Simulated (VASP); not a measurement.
All values below come from PBE GGA, VASP's PBE PAW potentials (set 64) (plane waves; VASP).

The input files of a VASP run:

### POSCAR
```
NiSi2
1
    0.0000000000     2.7255743733     2.7255743733
    2.7255743733     0.0000000000     2.7255743733
    2.7255743733     2.7255743733     0.0000000000
Si Ni
2 1
Direct
  0.2500000000   0.2500000000   0.2500000000
  0.7500000000   0.7500000000   0.7500000000
  0.0000000000   0.0000000000   0.0000000000
```

INCAR:
```
SYSTEM = NiSi2
PREC = Accurate
ENCUT = 480
EDIFF = 1E-7
NELM = 100
ALGO = Normal
LREAL = .FALSE.
LASPH = .TRUE.
ISMEAR = 1
SIGMA = 0.1
GGA = PE
LMAXMIX = 4
LWAVE = .FALSE.
LCHARG = .FALSE.
ISIF = 3
IBRION = 2
NSW = 40
EDIFFG = -0.01
PSTRESS = 150
```

### KPOINTS
```
Automatic mesh
0
Gamma
10 10 10
0 0 0
```

POTCAR, in this order: Si Ni (PBE.64 set). Program: vasp_std.

Output of the run:

### OUTCAR
```
 ion  position               nearest neighbor table
   1  0.250  0.250  0.250-   3 2.36   3 2.36   3 2.36   3 2.36   2 2.73   2 2.73   2 2.73   2 2.73
                             2 2.73   2 2.73
   2  0.750  0.750  0.750-   3 2.36   3 2.36   3 2.36   3 2.36   1 2.73   1 2.73   1 2.73   1 2.73
                             1 2.73   1 2.73
   3  0.000  0.000  0.000-   2 2.36   2 2.36   2 2.36   1 2.36   2 2.36   1 2.36   1 2.36   1 2.36
  LATTYP: Found a face centered cubic cell.
 ALAT       =     5.4511487466
 Subroutine PRICEL returns:
 Original cell was already a primitive cell.
 Subroutine GETGRP returns: Found 48 space group operations
The static configuration has the point symmetry O_h .
The dynamic configuration has the point symmetry O_h .
 Subroutine INISYM returns: Found 48 space group operations
 Subroutine IBZKPT returns following result:
 Found     47 irreducible k-points:

 Following reciprocal coordinates:
            Coordinates               Weight
  0.000000  0.000000  0.000000      1.000000
  0.100000  0.000000  0.000000      8.000000
  0.200000  0.000000  0.000000      8.000000
  0.300000  0.000000  0.000000      8.000000
  0.400000  0.000000  0.000000      8.000000
  0.500000  0.000000  0.000000      4.000000
  0.100000  0.100000  0.000000      6.000000
  0.200000  0.100000  0.000000     24.000000
  0.300000  0.100000  0.000000     24.000000
  0.400000  0.100000  0.000000     24.000000
  0.500000  0.100000  0.000000     24.000000
 -0.400000  0.100000  0.000000     24.000000
 -0.300000  0.100000  0.000000     24.000000
 -0.200000  0.100000  0.000000     24.000000
 -0.100000  0.100000  0.000000     12.000000
  0.200000  0.200000  0.000000      6.000000
  0.300000  0.200000  0.000000     24.000000
  0.400000  0.200000  0.000000     24.000000
  0.500000  0.200000  0.000000     24.000000
 -0.400000  0.200000  0.000000     24.000000
 -0.300000  0.200000  0.000000     24.000000
...
```

**OSZICAR**
```
       N       E                     dE             d eps       ncg     rms          rms(c)
DAV:   1     0.678863595249E+02    0.67886E+02   -0.75864E+03  1230   0.132E+03
DAV:   2    -0.151382544320E+02   -0.83025E+02   -0.77888E+02  1252   0.243E+02
DAV:   3    -0.192916075708E+02   -0.41534E+01   -0.40535E+01  1633   0.606E+01
DAV:   4    -0.193716121910E+02   -0.80005E-01   -0.79892E-01  1382   0.807E+00
DAV:   5    -0.193738720471E+02   -0.22599E-02   -0.22590E-02  1646   0.143E+00    0.163E+01
DAV:   6    -0.243695637741E+02   -0.49957E+01   -0.55961E+01  1328   0.184E+02    0.258E+01
DAV:   7    -0.175001133359E+02    0.68695E+01   -0.16145E+01  1462   0.114E+02    0.416E+00
DAV:   8    -0.174123342637E+02    0.87779E-01   -0.23561E+00  1779   0.265E+01    0.260E+00
DAV:   9    -0.173703778157E+02    0.41956E-01   -0.29176E-01  1521   0.109E+01    0.646E-01
DAV:  10    -0.173683540613E+02    0.20238E-02   -0.11683E-02  1629   0.232E+00    0.284E-01
DAV:  11    -0.173685019138E+02   -0.14785E-03   -0.11360E-03  1497   0.269E-01    0.502E-02
DAV:  12    -0.173685376595E+02   -0.35746E-04   -0.39275E-05  1502   0.636E-02    0.218E-02
DAV:  13    -0.173685393511E+02   -0.16916E-05   -0.22485E-05  1459   0.963E-02    0.832E-03
DAV:  14    -0.173685395347E+02   -0.18356E-06   -0.20772E-06  1582   0.133E-02    0.489E-03
DAV:  15    -0.173685395163E+02    0.18324E-07   -0.57097E-07  1572   0.177E-02
   1 F= -.13577269E+02 E0= -.13576940E+02  d E =-.135773E+02
       N       E                     dE             d eps       ncg     rms          rms(c)
DAV:   1    -0.280290781976E+02   -0.10661E+02   -0.97946E+01  1518   0.211E+02    0.355E+01
DAV:   2    -0.397609004241E+02   -0.11732E+02   -0.23004E+02  1277   0.373E+02    0.541E+01
DAV:   3    -0.178961711355E+02    0.21865E+02   -0.59344E+01  1447   0.151E+02    0.125E+01
DAV:   4    -0.166298819391E+02    0.12663E+01   -0.61346E+00  1761   0.566E+01    0.816E+00
DAV:   5    -0.165865822470E+02    0.43300E-01   -0.65182E-01  1427   0.766E+00    0.383E+00
DAV:   6    -0.165594334863E+02    0.27149E-01   -0.68414E-02  1579   0.619E+00    0.174E+00
DAV:   7    -0.165598119001E+02   -0.37841E-03   -0.14998E-02  1587   0.117E+00    0.360E-01
DAV:   8    -0.165595718463E+02    0.24005E-03   -0.15764E-03  1527   0.894E-01    0.509E-02
DAV:   9    -0.165595753620E+02   -0.35157E-05   -0.98938E-05  1448   0.829E-02    0.307E-02
DAV:  10    -0.165595751860E+02    0.17597E-06   -0.29629E-06  1611   0.331E-02    0.146E-02
DAV:  11    -0.165595736656E+02    0.15204E-05   -0.59766E-06  1575   0.638E-02    0.263E-03
DAV:  12    -0.165595737002E+02   -0.34529E-07   -0.32944E-07  1298   0.698E-03
   2 F= -.13445944E+02 E0= -.13446009E+02  d E =0.131325E+00
       N       E                     dE             d eps       ncg     rms          rms(c)
DAV:   1    -0.201602741074E+02   -0.36007E+01   -0.30919E+01  1352   0.129E+02    0.155E+01
DAV:   2    -0.223432720947E+02   -0.21830E+01   -0.39498E+01  1618   0.183E+02    0.197E+01
DAV:   3    -0.174726922169E+02    0.48706E+01   -0.23177E+01  1370   0.108E+02    0.568E+00
DAV:   4    -0.173186508684E+02    0.15404E+00   -0.98484E-01  1661   0.178E+01    0.339E+00
DAV:   5    -0.172420027818E+02    0.76648E-01   -0.59823E-02  1950   0.483E+00    0.113E+00
DAV:   6    -0.172320556992E+02    0.99471E-02   -0.20529E-02  1706   0.355E+00    0.229E-01
DAV:   7    -0.172324178632E+02   -0.36216E-03   -0.23234E-03  1432   0.596E-01    0.128E-01
DAV:   8    -0.172322844471E+02    0.13342E-03   -0.33555E-04  1568   0.457E-01    0.398E-02
DAV:   9    -0.172322820232E+02    0.24239E-05   -0.38035E-05  1910   0.953E-02    0.130E-02
DAV:  10    -0.172322810660E+02    0.95719E-06   -0.45954E-06  1584   0.462E-02    0.489E-03
DAV:  11    -0.172322808156E+02    0.25036E-06   -0.47684E-07  1407   0.179E-02    0.228E-03
DAV:  12    -0.172322808136E+02    0.20482E-08   -0.25531E-08   706   0.188E-03
   3 F= -.13754721E+02 E0= -.13754048E+02  d E =-.177452E+00
       N       E                     dE             d eps       ncg     rms          rms(c)
DAV:   1    -0.172270714588E+02    0.52094E-02   -0.77845E-03  1382   0.199E+00    0.287E-01
DAV:   2    -0.172288503417E+02   -0.17789E-02   -0.19105E-02  1467   0.371E+00    0.447E-01
DAV:   3    -0.172262091997E+02    0.26411E-02   -0.86137E-03  1454   0.256E+00    0.433E-02
DAV:   4    -0.172261996419E+02    0.95578E-05   -0.20689E-04  1312   0.105E-01    0.184E-02
DAV:   5    -0.172261947712E+02    0.48707E-05   -0.96377E-06  1639   0.769E-02    0.564E-03
DAV:   6    -0.172261946271E+02    0.14413E-06   -0.17399E-06  1883   0.211E-02    0.143E-03
DAV:   7    -0.172261946003E+02    0.26746E-07   -0.97221E-08   801   0.434E-03
   4 F= -.13754725E+02 E0= -.13754031E+02  d E =-.177456E+00
       N       E                     dE             d eps       ncg     rms          rms(c)
DAV:   1    -0.172337460741E+02   -0.75514E-02   -0.90033E-03  1387   0.214E+00    0.305E-01
DAV:   2    -0.172357339943E+02   -0.19879E-02   -0.21514E-02  1480   0.396E+00    0.479E-01
DAV:   3    -0.172327520874E+02    0.29819E-02   -0.99416E-03  1444   0.271E+00    0.506E-02
DAV:   4    -0.172327311470E+02    0.20940E-04   -0.21926E-04  1317   0.142E-01    0.143E-02
DAV:   5    -0.172327292389E+02    0.19081E-05   -0.88702E-06  1696   0.625E-02    0.515E-03
DAV:   6    -0.172327293210E+02   -0.82095E-07   -0.98966E-07  1828   0.140E-02
   5 F= -.13754714E+02 E0= -.13754043E+02  d E =0.110967E-04
       N       E                     dE             d eps       ncg     rms          rms(c)
DAV:   1    -0.172293265107E+02    0.34027E-02   -0.29700E-03  1372   0.123E+00    0.177E-01
DAV:   2    -0.172300043646E+02   -0.67785E-03   -0.72750E-03  1464   0.229E+00    0.276E-01
DAV:   3    -0.172289986155E+02    0.10057E-02   -0.32945E-03  1441   0.158E+00    0.272E-02
DAV:   4    -0.172289948324E+02    0.37831E-05   -0.77775E-05  1312   0.669E-02    0.110E-02
DAV:   5    -0.172289930381E+02    0.17944E-05   -0.37871E-06  1568   0.474E-02    0.329E-03
DAV:   6    -0.172289929707E+02    0.67356E-07   -0.59574E-07  1625   0.112E-02
   6 F= -.13754742E+02 E0= -.13754057E+02  d E =-.162158E-04
```

### OUTCAR
```
------------------------ aborting loop because EDIFF is reached ----------------------------------------
  FORCE on cell =-STRESS in cart. coord.  units (eV):
  Direction    XX          YY          ZZ          XY          YZ          ZX
  --------------------------------------------------------------------------------------
  Total        3.4813846      3.4813846      3.4813846      0.0000000      0.0000000      0.0000000
  in kB      150.3079760    150.3079760    150.3079760      0.0000000      0.0000000      0.0000000
  external PRESSURE =       0.3079760 kB  Pullay stress =     150.0000000 kB
  volume of cell :       37.11
      direct lattice vectors                 reciprocal lattice vectors
    -0.000000000  2.647383492  2.647383492    -0.188865724  0.188865724  0.188865724
     2.647383492  0.000000000  2.647383492     0.188865724 -0.188865724  0.188865724
     2.647383492  2.647383492 -0.000000000     0.188865724  0.188865724 -0.188865724
 POSITION                                       TOTAL-FORCE (eV/Angst)
 -----------------------------------------------------------------------------------
      1.32369      1.32369      1.32369         0.000000      0.000000     -0.000000
      3.97108      3.97108      3.97108        -0.000000     -0.000000      0.000000
      2.64738      2.64738     -0.00000         0.000000      0.000000      0.000000
 -----------------------------------------------------------------------------------
    total drift:                                0.000000      0.000000      0.000000
  FREE ENERGIE OF THE ION-ELECTRON SYSTEM (eV)
  ---------------------------------------------------
  free  energy   TOTEN  =       -17.2289929707 eV

  energy  without entropy=      -17.2269401530  energy(sigma->0) =      -17.22830870
  enthalpy is  TOTEN    =       -13.7547415688 eV   P V=        3.4742514019

 reached required accuracy - stopping structural energy minimisation
```
(Selected blocks of OUTCAR.)

### CONTCAR
```
NiSi2
   1.00000000000000
    -0.0000000000000000    2.6473834915234384    2.6473834915234384
     2.6473834915234384    0.0000000000000000    2.6473834915234384
     2.6473834915234384    2.6473834915234384   -0.0000000000000000
  Si              Ni
     2     1
Direct
     0.2500000000000000    0.2500000000000000    0.2500000000000000
     0.7500000000000000    0.7500000000000000    0.7500000000000000
     0.0000000000000000    0.0000000000000000    1.0000000000000000
```

### OUTCAR
```
 val. band max:       11.5109143609   @ k =  -0.4000   0.5000   0.1000

 cond. band min:      11.5340274183   @ k =  -0.4000   0.4000   0.0000


 Fermi energy:        11.5160074903

 k-point     1 :       0.0000    0.0000    0.0000
  band No.  band energies     occupation
      1      -3.0583      2.00000
      2       5.7778      2.00000
      3       5.7778      2.00000
      4       5.7778      2.00000
      5       7.5334      2.00000
      6       7.5334      2.00000
      7      11.6133     -0.04407
      8      13.1896     -0.00000
      9      13.1896     -0.00000
     10      13.1896     -0.00000
     11      13.5707      0.00000
     12      13.5707      0.00000
     13      13.5707      0.00000

 k-point     2 :       0.1000    0.0000    0.0000
  band No.  band energies     occupation
      1      -2.9029      2.00000
      2       5.5001      2.00000
      3       5.8271      2.00000
      4       5.8271      2.00000
      5       7.5043      2.00000
      6       7.5043      2.00000
      7      10.9617      2.00000
      8      12.2609     -0.00000
      9      12.4403     -0.00000
     10      12.4403     -0.00000
     11      14.3431      0.00000
     12      14.3431      0.00000
     13      15.2941      0.00000

 k-point     3 :       0.2000    0.0000    0.0000
  band No.  band energies     occupation
      1      -2.4406      2.00000
      2       4.7099      2.00000
      3       5.9548      2.00000
      4       5.9548      2.00000
      5       7.4550      2.00000
      6       7.4550      2.00000
      7       9.3742      2.00000
      8      11.5955      0.02268
      9      11.5955      0.02267
     10      12.5949     -0.00000
     11      14.2379      0.00000
     12      14.2379      0.00000
     13      15.3641      0.00000

 k-point     4 :       0.3000    0.0000    0.0000
  band No.  band energies     occupation
      1      -1.6846      2.00000
      2       3.5069      2.00000
      3       6.0969      2.00000
...
```

Energy and stress use the plane-wave basis of the starting cell.

The compound is NiSi2 in the fluorite structure. This run relaxes it under an external pressure of 15 GPa. Symmetry was kept, so distortions that lower it aren't found. The run is not spin-polarised, so no magnetic state was tried.
